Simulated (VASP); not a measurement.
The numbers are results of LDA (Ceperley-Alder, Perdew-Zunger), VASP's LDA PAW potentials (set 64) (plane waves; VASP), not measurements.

A VASP calculation is set up with these files.

### KPOINTS
```
Regular mesh
0
Gamma
13 13 13
```

### POSCAR
```
BN
1
    0.0000000000     1.7736977612     1.7736977612
    1.7736977612     0.0000000000     1.7736977612
    1.7736977612     1.7736977612     0.0000000000
B N
1 1
Direct
  0.0000000000   0.0000000000   0.0000000000
  0.2500000000   0.2500000000   0.2500000000
```

**INCAR**
```
SYSTEM=BN
PREC=Accurate; ENCUT=520; LREAL=.FALSE.
LASPH=.TRUE.
EDIFF=1E-7; NELM=100; ALGO=Normal
ISMEAR=0; SIGMA=0.05
ISIF=2
LWAVE=.FALSE.; LCHARG=.FALSE.
```

POTCAR, in this order: B N (LDA.64 set). Program: vasp_std.

The run wrote:

### OUTCAR
```
 ion  position               nearest neighbor table
   1  0.000  0.000  0.000-   2 1.54   2 1.54   2 1.54   2 1.54
   2  0.250  0.250  0.250-   1 1.54   1 1.54   1 1.54   1 1.54
  LATTYP: Found a face centered cubic cell.
 ALAT       =     3.5473955224
 Subroutine PRICEL returns:
 Original cell was already a primitive cell.
 Subroutine GETGRP returns: Found 24 space group operations
The static configuration has the point symmetry T_d .
The dynamic configuration has the point symmetry T_d .
 Subroutine INISYM returns: Found 24 space group operations
 Subroutine IBZKPT returns following result:
 Found     84 irreducible k-points:

 Following reciprocal coordinates:
            Coordinates               Weight
  0.000000  0.000000  0.000000      1.000000
  0.076923  0.000000  0.000000      8.000000
  0.153846  0.000000  0.000000      8.000000
  0.230769  0.000000  0.000000      8.000000
  0.307692  0.000000  0.000000      8.000000
  0.384615  0.000000  0.000000      8.000000
  0.461538  0.000000  0.000000      8.000000
  0.076923  0.076923  0.000000      6.000000
  0.153846  0.076923  0.000000     24.000000
  0.230769  0.076923  0.000000     24.000000
  0.307692  0.076923  0.000000     24.000000
  0.384615  0.076923  0.000000     24.000000
  0.461538  0.076923  0.000000     24.000000
 -0.461538  0.076923  0.000000     24.000000
 -0.384615  0.076923  0.000000     24.000000
 -0.307692  0.076923  0.000000     24.000000
 -0.230769  0.076923  0.000000     24.000000
 -0.153846  0.076923  0.000000     24.000000
 -0.076923  0.076923  0.000000     12.000000
  0.153846  0.153846  0.000000      6.000000
  0.230769  0.153846  0.000000     24.000000
  0.307692  0.153846  0.000000     24.000000
  0.384615  0.153846  0.000000     24.000000
  0.461538  0.153846  0.000000     24.000000
...
```

OSZICAR:
```
       N       E                     dE             d eps       ncg     rms          rms(c)
DAV:   1     0.719539621224E+01    0.71954E+01   -0.53970E+03  1392   0.100E+03
DAV:   2    -0.204911665592E+02   -0.27687E+02   -0.27003E+02  1792   0.158E+02
DAV:   3    -0.206395265390E+02   -0.14836E+00   -0.14836E+00  1600   0.143E+01
DAV:   4    -0.206396521018E+02   -0.12556E-03   -0.12556E-03  1816   0.377E-01
DAV:   5    -0.206396521161E+02   -0.14269E-07   -0.14269E-07  1512   0.384E-03    0.682E+00
DAV:   6    -0.195644512630E+02    0.10752E+01   -0.37783E+00  1368   0.143E+01    0.328E+00
DAV:   7    -0.194333047082E+02    0.13115E+00   -0.12709E-01  1824   0.320E+00    0.184E+00
DAV:   8    -0.194000350391E+02    0.33270E-01   -0.63891E-02  1464   0.203E+00    0.205E-01
DAV:   9    -0.193998808589E+02    0.15418E-03   -0.41590E-04  1360   0.246E-01    0.833E-02
DAV:  10    -0.193998621930E+02    0.18666E-04   -0.50703E-05  1808   0.833E-02    0.136E-02
DAV:  11    -0.193998626074E+02   -0.41439E-06   -0.12456E-06  1424   0.960E-03    0.443E-03
DAV:  12    -0.193998625541E+02    0.53325E-07   -0.34990E-07  1016   0.437E-03
   1 F= -.19399863E+02 E0= -.19399863E+02  d E =-.852169E-20
```

**OUTCAR**
```
------------------------ aborting loop because EDIFF is reached ----------------------------------------
  FORCE on cell =-STRESS in cart. coord.  units (eV):
  Direction    XX          YY          ZZ          XY          YZ          ZX
  --------------------------------------------------------------------------------------
  Total        0.8997180      0.8997180      0.8997180      0.0000000      0.0000000      0.0000000
  in kB      129.1659835    129.1659835    129.1659835      0.0000000      0.0000000      0.0000000
  external PRESSURE =     129.1659835 kB  Pullay stress =       0.0000000 kB
  volume of cell :       11.16
      direct lattice vectors                 reciprocal lattice vectors
     0.000000000  1.773697761  1.773697761    -0.281896956  0.281896956  0.281896956
     1.773697761  0.000000000  1.773697761     0.281896956 -0.281896956  0.281896956
     1.773697761  1.773697761  0.000000000     0.281896956  0.281896956 -0.281896956
  FREE ENERGIE OF THE ION-ELECTRON SYSTEM (eV)
  ---------------------------------------------------
  free  energy   TOTEN  =       -19.3998625541 eV

  energy  without entropy=      -19.3998625541  energy(sigma->0) =      -19.39986255
```
(Selected blocks of OUTCAR.)

**OUTCAR**
```
 val. band max:        8.1145024776   @ k =   0.0000   0.0000   0.0000

 cond. band min:      12.6024958296   @ k =   0.4615   0.4615   0.0000


 Fermi energy:         8.4146993436

 k-point     1 :       0.0000    0.0000    0.0000
  band No.  band energies     occupation
      1     -12.6110      2.00000
      2       8.1145      2.00000
      3       8.1145      2.00000
      4       8.1145      2.00000
      5      17.0648      0.00000
      6      17.0648      0.00000
      7      17.0648      0.00000
      8      19.4887      0.00000

 k-point     2 :       0.0769    0.0000    0.0000
  band No.  band energies     occupation
      1     -12.4600      2.00000
      2       7.3028      2.00000
      3       7.9477      2.00000
      4       7.9477      2.00000
      5      17.3162      0.00000
      6      17.3162      0.00000
      7      17.3307      0.00000
      8      19.9147      0.00000

 k-point     3 :       0.1538    0.0000    0.0000
  band No.  band energies     occupation
      1     -12.0108      2.00000
      2       5.3746      2.00000
      3       7.5325      2.00000
      4       7.5325      2.00000
      5      17.7950      0.00000
      6      17.9189      0.00000
      7      17.9189      0.00000
      8      20.9758      0.00000

 k-point     4 :       0.2308    0.0000    0.0000
  band No.  band energies     occupation
      1     -11.2778      2.00000
      2       3.0316      2.00000
      3       7.0336      2.00000
      4       7.0336      2.00000
      5      18.2331      0.00000
      6      18.5393      0.00000
      7      18.5393      0.00000
      8      22.1122      0.00000

 k-point     5 :       0.3077    0.0000    0.0000
  band No.  band energies     occupation
      1     -10.2971      2.00000
      2       0.6705      2.00000
      3       6.5816      2.00000
      4       6.5816      2.00000
      5      18.6183      0.00000
      6      18.9080      0.00000
      7      18.9080      0.00000
...
```

The compound is BN in the zinc blende structure. This cell is one point of a volume scan, at 0.97 of the reference volume.
